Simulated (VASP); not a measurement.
VASP ran on this input.

### POSCAR
```
BeS
1
    0.0000000000     2.4350000000     2.4350000000
    2.4350000000     0.0000000000     2.4350000000
    2.4350000000     2.4350000000     0.0000000000
Be S
1 1
Direct
  0.0000000000   0.0000000000   0.0000000000
  0.2500000000   0.2500000000   0.2500000000
```

KPOINTS:
```
kpoints
0
G
7 7 7
0 0 0
```

### INCAR
```
ALGO  =  Normal
EDIFF  =  1E-6
ENCUT  =  400
GGA  =  PE
ISIF  =  2
ISMEAR  =  0
LASPH  =  .TRUE.
LCHARG  =  .FALSE.
LREAL  =  .FALSE.
LWAVE  =  .FALSE.
NELM  =  100
PREC  =  Accurate
SIGMA  =  0.05
SYSTEM  =  BeS
```

POTCAR, in this order: Be S (PBE.64 set). Program: vasp_std.

Problem. Translate this PBE calculation to Quantum ESPRESSO's pw.x.

Solution. One equivalent input (not run):
```
&CONTROL
  calculation = 'scf'
  pseudo_dir = './pseudo'
  outdir = './out'
  tprnfor = .true.
  tstress = .true.
/
&SYSTEM
  ibrav = 0
  nat = 2
  ntyp = 2
  ecutwfc = 88
  occupations = 'smearing'
  smearing = 'gaussian'
  degauss = 0.003675
  input_dft = 'pbe'
/
&ELECTRONS
  conv_thr = 7.3e-08
  electron_maxstep = 100
/
ATOMIC_SPECIES
  Be 9.012 Be.upf
  S 32.060 S.upf
CELL_PARAMETERS angstrom
     0.0000000    2.4350000    2.4350000
     2.4350000    0.0000000    2.4350000
     2.4350000    2.4350000    0.0000000
ATOMIC_POSITIONS crystal
  Be   0.0000000  0.0000000  0.0000000
  S    0.2500000  0.2500000  0.2500000
K_POINTS automatic
  7 7 7 0 0 0
```
What does not carry over: the potentials are each code's own (VASP's PAW set, PseudoDojo norm-conserving files in pw.x), so ENCUT and ecutwfc are chosen apart and not converted; conv_thr bounds pw.x's estimated SCF error, while EDIFF bounds the energy change between steps.

The compound is BeS in the zinc blende structure. The cell was not relaxed at this level.
